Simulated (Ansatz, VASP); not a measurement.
# Cross-check of ZnSe (ZnSe (110), 9 units) between VASP and Ansatz, part 2 of 2

Aim: how closely do two programs agree when they are given the same cell, functional and k mesh? The cell is taken from a series of runs on this material, whose earlier steps may have relaxed, scaled, displaced or heated it; both programs get it as it stands.

VASP 6.6.1 and Ansatz 0.2.0.

So far: The structure; VASP: single point, PBE.

## (3) Ansatz: single point, PBE

Level of this step: Ansatz beside VASP: Kohn-Sham DFT, plane waves, PBE (Ansatz).

Ansatz runs on its default PAW (the set named soft_2) files.

The same cell, functional and mesh now go to Ansatz, which takes its cutoff from its data sets.

Input file input.yaml:

```yaml
crystal:
  lattice:
    - [4.00929545, 0.0, 0.0]
    - [0.0, 5.67, 0.0]
    - [0.0, 0.0, 34.0371817973]
  atoms:
    - { symbol: Zn, position: [0.5, 0.5594916149, 0.2741826603] }
    - { symbol: Se, position: [0.0, 0.7613321715, 0.2546250542] }
    - { symbol: Zn, position: [0.0, -0.0162554865, 0.316610553] }
    - { symbol: Se, position: [0.5, 0.2392804909, 0.3209821058] }
    - { symbol: Zn, position: [0.5, 0.4899015033, 0.3810009377] }
    - { symbol: Se, position: [0.0, 0.7446994849, 0.3790326409] }
    - { symbol: Zn, position: [0.0, -0.0118608672, 0.4394776433] }
    - { symbol: Se, position: [0.5, 0.2415838243, 0.4403243786] }
    - { symbol: Zn, position: [0.5, 0.4903503711, 0.5000000004] }
    - { symbol: Se, position: [0.0, 0.7433041326, 0.4999999996] }
    - { symbol: Zn, position: [0.0, -0.0118608647, 0.5605223572] }
    - { symbol: Se, position: [0.5, 0.2415838263, 0.5596756207] }
    - { symbol: Zn, position: [0.5, 0.4899015057, 0.6189990632] }
    - { symbol: Se, position: [0.0, 0.7446994886, 0.620967358] }
    - { symbol: Zn, position: [0.0, -0.0162554808, 0.6833894489] }
    - { symbol: Se, position: [0.5, 0.239280494, 0.6790178925] }
    - { symbol: Zn, position: [0.5, 0.559491617, 0.7258173403] }
    - { symbol: Se, position: [0.0, 0.7613321741, 0.7453749454] }
kpoints:
  mp_grid: { grid: [8, 6, 1] }
hamiltonian:
  xc: pbe
scf:
  occupations: { method: fixed }
  convergence: { dr2_threshold: 1.0e-09 }
efield:
  axis: 3
  dipole_correction: true
  ramp_position: 0.97
  ramp_width: 0.06
output:
  eigenvalues: true
  write_potential: true
  write_density: true
  volumetric_format: npy
```

Command:

```sh
> ansatz run input.yaml --threads 16 --pin off --max-ram 32768MiB --backend cpu --events-out ev --progress --plain --runs-dir out
```

Numbers of over 12 decimals in the logs are rounded to 6 here.

The log of the run:

```text
Engine: ansatz 0.2.0, aarch64-unknown-linux-gnu
Pseudopotentials: kind: paw
Pseudopotential: Zn, paw, valence charge 12, recommended cutoff 420 eV (normal), Zn.paw.azcp
Pseudopotential: Se, paw, valence charge 16, recommended cutoff 420 eV (normal), Se.paw.azcp
Functional definition: PBE
  parameter kappa = 0.804
  parameter beta = 0.066725
  exchange = pbe_x(kappa = kappa, mu = beta*pi^2/3)
  correlation = pbe_c(beta = beta)
Crystal: 18 atoms, lattice volume = 773.757 Å³
Basis set: ecut = 420 eV, 15199 PW (Γ)
Bands: 152, of which v1, the nominal top of the filled ones, is band 126 counted from 1 (125 counted from 0)
Symmetry: 2 space group operations
k-points: 20 of 48 (time reversal used)
Non-local potential: Zn, projectors of the file, l = 0: 2, l = 1: 2, l = 2: 3, l = 3: 1
Non-local potential: Se, projectors of the file, l = 0: 2, l = 1: 2, l = 2: 3, l = 3: 1
PAW form: soft (Blöchl's): semilocal exchange-correlation on the pseudo side does not see the compensation charge
PAW one-centre angular grid: Zn, 590 points (default); XC on 64 Gauss nodes
PAW one-centre angular grid: Se, 590 points (default); XC on 64 Gauss nodes
Initial density: superposition of atomic densities (neutral atoms: chi_scale 0, normalization atom), corrected by the library's trained network
Initial wavefunctions: pseudopotential atomic-orbital guess
Functional: x = pbe(κ = 0.804, μ = 0.219515), c = pbe(β = 0.066725)
SCF iter   1: F=—  HF=-79104.918610 eV  |F-HF|=—  |Δ(HF+E_count)|=         —  Δρ=9.07e-4  dr2=3.98e-2  ethr=1.77e-3  p=0.000 e·Å  D=8.32e-9 V/Å  ΔV_dip=-0.00 eV  dr2_dipole=6.39e-10  V_vac-E_F(+/−)=5.35/5.35 eV  ⟨swp⟩=5.4  Hψ=10702  notcnv=0  defer=461
efield: sawtooth ramp at fractional position 0.9700 (set: `efield.ramp_position`, or a place that a band, a saddle search or an elastic batch's reference lends), width 0.0600; the density the first Hamiltonian is built on has a dipole p = 0.000 e·Å; the dipole correction subtracts the counter field D = 8.32e-9 V/Å, which shifts the + side's vacuum level by -0.00 eV against the − side's; the planar-averaged density in the ramp window peaks in size at 5.1e-6 e/Å³
preconditioner: auto → Resta (q_TF=auto, 2.263 Å⁻¹)  ε∞=3.5  [insulator: Δε(μ)=1.445 eV  Ē_g=10.785 eV  n_scr=162 (ndim 8)  ℏωp=17.0 eV  f_vac=0.464  ε∞_Penn≈3.5  vacuum switching on, ρ_ref=8.4e-3 e/Å³]
SCF iter   2: F=—  HF=-79104.913667 eV  |F-HF|=—  |Δ(HF+E_count)|=   4.94e-3  Δρ=4.68e-4  dr2=2.49e-3  ethr=1.58e-5  p=-0.000 e·Å  D=-2.17e-6 V/Å  ΔV_dip=0.00 eV  dr2_dipole=1.37e-9  V_vac-E_F(+/−)=5.55/5.55 eV  ⟨swp⟩=2.6  Hψ=4573  notcnv=0  defer=480
density mixer auto → msr1: gapped (density of states about μ 0.03 of a free-electron gas's, 162 screened modes)
SCF iter   3: F=—  HF=-79104.913953 eV  |F-HF|=—  |Δ(HF+E_count)|=   2.85e-4  Δρ=2.24e-4  dr2=6.40e-4  ethr=9.90e-7  p=0.000 e·Å  D=1.38e-6 V/Å  ΔV_dip=-0.00 eV  dr2_dipole=1.26e-10  V_vac-E_F(+/−)=5.56/5.56 eV  ⟨swp⟩=2.0  Hψ=4349  notcnv=0  defer=480
SCF iter   4: F=—  HF=-79104.914320 eV  |F-HF|=—  |Δ(HF+E_count)|=   3.67e-4  Δρ=1.10e-4  dr2=7.60e-5  ethr=2.54e-7  p=-0.000 e·Å  D=-1.17e-6 V/Å  ΔV_dip=0.00 eV  dr2_dipole=2.22e-10  V_vac-E_F(+/−)=5.59/5.59 eV  ⟨swp⟩=2.0  Hψ=4206  notcnv=0  defer=480
SCF iter   5: F=—  HF=-79104.914322 eV  |F-HF|=—  |Δ(HF+E_count)|=   2.77e-6  Δρ=4.81e-5  dr2=1.70e-5  ethr=3.01e-8  p=0.000 e·Å  D=1.79e-7 V/Å  ΔV_dip=-0.00 eV  dr2_dipole=1.20e-12  V_vac-E_F(+/−)=5.60/5.60 eV  ⟨swp⟩=2.0  Hψ=4217  notcnv=0  defer=428
SCF iter   6: F=—  HF=-79104.914286 eV  |F-HF|=—  |Δ(HF+E_count)|=   3.65e-5  Δρ=1.58e-5  dr2=2.33e-6  ethr=6.73e-9  p=0.000 e·Å  D=3.43e-7 V/Å  ΔV_dip=-0.00 eV  dr2_dipole=9.46e-12  V_vac-E_F(+/−)=5.60/5.60 eV  ⟨swp⟩=2.0  Hψ=4219  notcnv=0  defer=394
SCF iter   7: F=—  HF=-79104.914288 eV  |F-HF|=—  |Δ(HF+E_count)|=   2.18e-6  Δρ=4.80e-6  dr2=2.19e-7  ethr=9.24e-10  p=-0.000 e·Å  D=-4.12e-8 V/Å  ΔV_dip=0.00 eV  dr2_dipole=1.42e-12  V_vac-E_F(+/−)=5.60/5.60 eV  ⟨swp⟩=2.0  Hψ=4495  notcnv=0  defer=395
SCF iter   8: F=—  HF=-79104.914288 eV  |F-HF|=—  |Δ(HF+E_count)|=   3.70e-7  Δρ=1.52e-6  dr2=2.29e-8  ethr=8.70e-11  p=0.000 e·Å  D=2.69e-7 V/Å  ΔV_dip=-0.00 eV  dr2_dipole=4.46e-12  V_vac-E_F(+/−)=5.60/5.60 eV  ⟨swp⟩=2.0  Hψ=4278  notcnv=0  defer=395
SCF iter   9: F=—  HF=-79104.914288 eV  |F-HF|=—  |Δ(HF+E_count)|=   2.70e-8  Δρ=1.20e-6  dr2=7.16e-9  ethr=9.08e-12  p=-0.000 e·Å  D=-3.17e-8 V/Å  ΔV_dip=0.00 eV  dr2_dipole=3.43e-13  V_vac-E_F(+/−)=5.60/5.60 eV  ⟨swp⟩=2.0  Hψ=4678  notcnv=0  defer=395
SCF iter  10: F=-79104.914288 eV  HF=-79104.914288 eV  |F-HF|=4.66e-10  |Δ(HF+E_count)|=   1.78e-9  Δρ=3.43e-7  dr2=9.75e-10  ethr=1.00e-12  p=0.000 e·Å  D=5.08e-9 V/Å  ΔV_dip=-0.00 eV  dr2_dipole=2.17e-14  V_vac-E_F(+/−)=5.60/5.60 eV  ⟨swp⟩=18.4  Hψ=17582  notcnv=0
SCF 1 converged in 10 iterations: F = -79104.914288 eV  dr2 = 9.75e-10
[...]
SCF converged after 10 iterations
Free energy (F): -79104.914288 eV
Harris-Foulkes:  -79104.914288 eV  (|F-HF|=4.66e-10)
Internal energy: -79104.914288 eV  (E = F + TS)
E sigma→0 (E₀):  -79104.914288 eV
Fermi energy:    0.952173 eV
Dipole field:    D = 0.000000 V/Å  (p = 0.000000 e·Å, saw-weighted, corrected)
Work function:   Φ+ = 5.5990 eV   Φ− = 5.5990 eV
Levels:          The Fermi level and band energies are counted from a zero that moves with the ramp; work functions are not
--- Per-component energies (eV) ---
  E_band       = -4882.700574
  E_kinetic    = 2243.879337
  E_local      = -349938.626797  (includes V_loc(G=0)·N_el)
  E_nonlocal   = 166.505194
  E_hartree    = 172799.064448
  E_xc         = -2169.331469
  E_vxc        = -1346.693697  (∫ρ·V_xc dr)
  E_paw        = -33655.465272  (= ΣΔE_a)
  E_vpaw       = -1605.885420  (= ΣTr[D̂ρ^β])
  E_aug_tail   = -0.008342  (compensation charges beyond the density's cutoff)
  E_efield     = 0.000000  (sawtooth field / dipole correction)
  E_vefield    = 0.000000  (∫n·V_field dr)
  E_ewald      = 131449.068612
  E_smearing   = -0.000000  (= −TS)
  E_closure    = 0.000000  (closes the sum)
  Σ components = -79104.914288   (vs F -79104.914288, Δ=0.00e0)
--- Band table (eV; the first three rows and the last of 20) ---
  k-point 0: bands = [... 122 lower, 0.7282, 0.7947, 0.8829, 0.9522, 2.4436, 3.0947, 3.7499, 4.0104, ... 22 higher]
  k-point 1: bands = [... 122 lower, 0.6282, 0.6707, 0.7365, 0.7740, 3.0352, 3.2904, 3.6680, 4.0272, ... 22 higher]
  k-point 2: bands = [... 122 lower, 0.3723, 0.3738, 0.3754, 0.4287, 3.6449, 3.6941, 3.8387, 3.8600, ... 22 higher]
  k-point 19: bands = [... 122 lower, -0.0755, -0.0626, 0.1478, 0.1801, 3.4814, 3.6876, 3.9391, 4.5281, ... 22 higher]
```

## (4) Comparison

Known differences besides the potentials themselves: fixed occupations in Ansatz, narrow Gaussian smearing in VASP; the data sets hold 252 valence electrons in Ansatz (on its default PAW (the set named soft_2) files) and 162 in VASP; the cutoff is 420 eV in Ansatz and 400 eV in VASP. Total energies have different zeros and are not compared.

The two programs side by side:

```tsv
quantity	Ansatz	VASP	difference
gap on the k mesh (eV)	1.491	1.491	0.000
```

A gap on the mesh is an upper bound, since the band edges may lie between its points. With vacuum in the cell, a pressure given here is an average over mostly empty space and none of the material.

## (5) Results

```json
{
  "difference in gap on the k mesh (single point, PBE)": "1.5e-4 eV"
}
```

What this shows: The difference in gap on the k mesh is 1.5e-4 eV (single point, PBE), within the 0.08 eV picked in this series as the mark of a large difference. The data sets hold unlike numbers of valence electrons (252 in Ansatz and 162 in VASP), so part of the differences comes from the potentials. 1 further run of this series is not shown here. How closely two codes agree says nothing of how well the functional describes the real material.

[Lines on the potential files, build, host, timing and source positions are cut from VASP's logs without a mark.]

[Logs are printed without paths, hosts, clocks, repeated set-up lines and the standing remarks that a program may print on its own settings, such as how far it seeks lower states.]

[Hosts, paths, dates, database ids (printed as entryN), source tags and the programs' standing remarks are cut or masked in the printed files.]
